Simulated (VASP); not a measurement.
Consider the following.

```
CELL_PARAMETERS angstrom
     -3.04373     3.04373     1.61390
      3.04373    -3.04373     1.61390
      3.04373     3.04373    -1.61390
ATOMIC_POSITIONS crystal
  Sn 0.00000 0.00000 0.00000
  Bi 0.25000 0.75000 0.50000
```

Computed with PBEsol GGA, VASP's PBE PAW potentials (set 64) (plane waves; VASP). Numerical set-up: 400 eV cut-off, Gaussian smearing of 0.050 eV, potentials Sn_d Bi_d.

Unless said otherwise, spin-orbit coupling is left out, though it shifts the bands of the heavy elements here.

Question: Estimate the band gap (along the path) with the smallest direct gap where there is one.

Answer: 
```yaml
band gap (along the path): none (metal, semimetal or under 0.01 eV)
```

Total energies compare only between runs with the same potentials, cut-off and functional.

The structure comes from a computed database's SnBi entry (I-4m2); how it stands against other phases isn't given here. It was relaxed first. The electron count is odd and the run is not spin-polarised, which forces a metal.
